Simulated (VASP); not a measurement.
InAs:

```
CELL_PARAMETERS angstrom
0.00000 3.01800 3.01800
3.01800 0.00000 3.01800
3.01800 3.01800 0.00000
ATOMIC_POSITIONS crystal
In 0.00000 0.00000 0.00000
As 0.25000 0.25000 0.25000
```

* Program: VASP 6.6.1
* Task: relaxation of cell and atoms
* Functional: PBEsol
* Potentials or basis: VASP PAW PBE potentials, release 64 (In_d, As)
* Cutoff: 600 eV
* k mesh: 10 × 10 × 10
* Occupations: gaussian, width 0.03 eV
* Spin: no spin polarisation

At the start: pressure 1.6 GPa; volume 27.49 Å³/atom.

How do energy, volume and symmetry change on relaxing?

Over 3 steps the energy falls by 3.7 meV/atom and the volume is 28.25 Å³/atom (+2.8 %); space group F-43m (No. 216, to 0.05 Å).

Step by step:
```tsv
step	energy change (eV)	largest force (eV/Å)	pressure (GPa)	volume (Å³)
1	0.0000	0.0000	1.62	54.98
2	-0.0059	0.0000	-0.70	57.21
3	-0.0075	0.0000	0.01	56.49
```

Final structure:
```yaml
crystal:
  lattice:
    - [0.00000, 3.04545, 3.04545]
    - [3.04545, 0.00000, 3.04545]
    - [3.04545, 3.04545, 0.00000]
  atoms:
    - { symbol: In, position: [0.00000, 0.00000, 0.00000] }
    - { symbol: As, position: [0.25000, 0.25000, 0.25000] }
```

Caveat: the PAW data sets were made with another functional, which shifts forces and pressure a little.
